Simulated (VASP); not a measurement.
Method: LDA (Ceperley-Alder, Perdew-Zunger), VASP's LDA PAW potentials (set 64) (plane waves; VASP 6.6.1).

A VASP calculation is set up with these files.

File POSCAR:
```
FeSi
1.0
  4.3714161149   0.0000000000   0.0000000000
  0.0000000000   4.3714161149   0.0000000000
  0.0000000000   0.0000000000   4.3714161149
Fe Si
4 4
Cart
  3.7723447338   2.7847794385   1.5866366764
  1.5866366764   3.7723447338   2.7847794385
  0.5990713811   0.5990713811   0.5990713811
  2.7847794385   1.5866366764   3.7723447338
  0.6943841438   1.4913239137   2.8800922012
  2.8800922012   0.6943841438   1.4913239137
  3.6770319711   3.6770319711   3.6770319711
  1.4913239137   2.8800922012   0.6943841438
```

KPOINTS:
```
Automatic mesh
0
Gamma
5 5 5
0 0 0
```

**INCAR**
```
NSW = 60
IBRION = 2
LASPH = .TRUE.   # aspherical one-centre terms
ALGO = Normal   # blocked Davidson
SIGMA = 0.05   # width (eV)
ISMEAR = 0
ENCUT = 400
EDIFFG = -0.02   # ionic stop
EDIFF = 1E-6   # SCF stop (eV)
LWAVE = .FALSE.
NELM = 100
LMAXMIX = 4
LCHARG = .FALSE.
LREAL = .FALSE.   # projection in real space or not
ISIF = 3   # ions, shape and volume
PREC = Accurate
SYSTEM = FeSi
```

POTCAR, in this order: Fe Si (LDA.64 set). Program: vasp_std.

What VASP printed:

OSZICAR:
```
       N       E                     dE             d eps       ncg     rms          rms(c)
DAV:   1     0.325815542813E+03    0.32582E+03   -0.16672E+04   638   0.157E+03
DAV:   2    -0.348363065681E+02   -0.36065E+03   -0.35021E+03   638   0.403E+02
DAV:   3    -0.723136723369E+02   -0.37477E+02   -0.33709E+02   952   0.142E+02
DAV:   4    -0.741297799099E+02   -0.18161E+01   -0.17743E+01   980   0.409E+01
DAV:   5    -0.741635745344E+02   -0.33795E-01   -0.33768E-01  1012   0.523E+00    0.338E+01
DAV:   6    -0.775203950452E+02   -0.33568E+01   -0.20592E+02   957   0.171E+02    0.276E+01
DAV:   7    -0.669233307744E+02    0.10597E+02   -0.80965E+01   962   0.120E+02    0.995E+00
DAV:   8    -0.666513390545E+02    0.27199E+00   -0.35371E+00   884   0.166E+01    0.289E+00
DAV:   9    -0.665682580686E+02    0.83081E-01   -0.38842E-01  1007   0.643E+00    0.113E+00
DAV:  10    -0.665569428962E+02    0.11315E-01   -0.12900E-02   836   0.118E+00    0.400E-01
DAV:  11    -0.665556307899E+02    0.13121E-02   -0.79952E-03  1012   0.104E+00    0.136E-01
DAV:  12    -0.665555472874E+02    0.83502E-04   -0.35138E-04  1012   0.201E-01    0.502E-02
DAV:  13    -0.665555427140E+02    0.45734E-05   -0.37619E-05   972   0.459E-02    0.175E-02
DAV:  14    -0.665555421347E+02    0.57937E-06   -0.20281E-06   492   0.147E-02
   1 F= -.66555542E+02 E0= -.66555056E+02  d E =-.665555E+02
       N       E                     dE             d eps       ncg     rms          rms(c)
DAV:   1    -0.665557255994E+02   -0.18289E-03   -0.23168E-02   663   0.956E-01    0.586E-02
DAV:   2    -0.665557742356E+02   -0.48636E-04   -0.11084E-03  1012   0.351E-01    0.439E-02
DAV:   3    -0.665557480960E+02    0.26140E-04   -0.23941E-04  1002   0.199E-01    0.239E-02
DAV:   4    -0.665557420212E+02    0.60748E-05   -0.33619E-05  1007   0.682E-02    0.660E-03
DAV:   5    -0.665557416192E+02    0.40198E-06   -0.15655E-06   464   0.201E-02
   2 F= -.66555742E+02 E0= -.66555268E+02  d E =-.199485E-03
```

OUTCAR:
```
------------------------ aborting loop because EDIFF is reached ----------------------------------------
  FORCE on cell =-STRESS in cart. coord.  units (eV):
  Direction    XX          YY          ZZ          XY          YZ          ZX
  --------------------------------------------------------------------------------------
  Total        0.0497030      0.0497030      0.0497030      0.0000000      0.0000000     -0.0000000
  in kB        0.9536096      0.9536096      0.9536096      0.0000000      0.0000000     -0.0000000
  external PRESSURE =       0.9536096 kB  Pullay stress =       0.0000000 kB
  volume of cell :       83.51
      direct lattice vectors                 reciprocal lattice vectors
     4.370934435 -0.000000000  0.000000000     0.228784031 -0.000000000 -0.000000000
     0.000000000  4.370934435 -0.000000000     0.000000000  0.228784031 -0.000000000
     0.000000000  0.000000000  4.370934435    -0.000000000  0.000000000  0.228784031
 POSITION                                       TOTAL-FORCE (eV/Angst)
 -----------------------------------------------------------------------------------
      3.77128      2.78512      1.58582        -0.003590      0.003590     -0.003590
      1.58582      3.77128      2.78512        -0.003590     -0.003590      0.003590
      0.59965      0.59965      0.59965         0.003590      0.003590      0.003590
      2.78512      1.58582      3.77128         0.003590     -0.003590     -0.003590
      0.69533      1.49013      2.88080         0.001089     -0.001089      0.001089
      2.88080      0.69533      1.49013         0.001089      0.001089     -0.001089
      3.67560      3.67560      3.67560        -0.001089     -0.001089     -0.001089
      1.49013      2.88080      0.69533        -0.001089      0.001089      0.001089
 -----------------------------------------------------------------------------------
    total drift:                                0.000001     -0.000001     -0.000000
  FREE ENERGIE OF THE ION-ELECTRON SYSTEM (eV)
  ---------------------------------------------------
  free  energy   TOTEN  =       -66.5557416192 eV

  energy  without entropy=      -66.5547942793  energy(sigma->0) =      -66.55526795

 reached required accuracy - stopping structural energy minimisation
```
(Selected blocks of OUTCAR.)

**CONTCAR**
```
FeSi
   1.00000000000000
     4.3709344353788886   -0.0000000000000000    0.0000000000000000
     0.0000000000000000    4.3709344353788886   -0.0000000000000000
     0.0000000000000000    0.0000000000000000    4.3709344353788886
  Fe              Si
     4     4
Direct
     0.8628096342936012    0.6371903657063988    0.3628096342936012
     0.3628096342936012    0.8628096342936012    0.6371903657063988
     0.1371903657063988    0.1371903657063988    0.1371903657063988
     0.6371903657063988    0.3628096342936012    0.8628096342936012
     0.1590812183411583    0.3409187816588417    0.6590812183411583
     0.6590812183411583    0.1590812183411583    0.3409187816588417
     0.8409187816588417    0.8409187816588417    0.8409187816588417
     0.3409187816588417    0.6590812183411583    0.1590812183411583
```

**OUTCAR**
```
 val. band max:       10.3293392602   @ k =   0.2000   0.2000   0.0000

 cond. band min:      10.4798877300   @ k =   0.4000   0.2000   0.0000


 Fermi energy:        10.4059114791

 k-point     1 :       0.0000    0.0000    0.0000
  band No.  band energies     occupation
      1      -3.2365      2.00000
      2       2.2700      2.00000
      3       2.2700      2.00000
      4       2.2700      2.00000
      5       5.1138      2.00000
      6       5.1138      2.00000
      7       5.1138      2.00000
      8       6.7102      2.00000
      9       6.7102      2.00000
     10       6.7102      2.00000
     11       7.2053      2.00000
     12       7.3944      2.00000
     13       7.3944      2.00000
     14       7.7290      2.00000
     15       7.7290      2.00000
     16       7.7290      2.00000
     17       8.3537      2.00000
     18       8.3537      2.00000
     19       8.3537      2.00000
     20      10.0556      2.00000
     21      10.0556      2.00000
     22      10.0556      2.00000
     23      10.3035      1.99623
     24      10.3035      1.99623
     25      11.0399      0.00000
     26      11.0399      0.00000
     27      11.0399      0.00000
     28      13.6511      0.00000
     29      13.6511      0.00000

 k-point     2 :       0.2000    0.0000    0.0000
  band No.  band energies     occupation
      1      -2.9287      2.00000
      2       0.9381      2.00000
      3       2.4415      2.00000
      4       3.1420      2.00000
      5       4.4221      2.00000
      6       5.2878      2.00000
      7       5.7172      2.00000
      8       6.0956      2.00000
      9       6.1543      2.00000
     10       7.0149      2.00000
     11       7.4573      2.00000
     12       7.5986      2.00000
     13       7.6882      2.00000
     14       7.6972      2.00000
     15       7.7752      2.00000
     16       7.8279      2.00000
     17       8.2188      2.00000
     18       8.2963      2.00000
     19       8.6870      2.00000
...
```

The compound is FeSi in the B20 structure. This run relaxes it. Symmetry was kept, so distortions that lower it aren't found. The start is the result of an earlier pass. The run is not spin-polarised, so no magnetic state was tried.
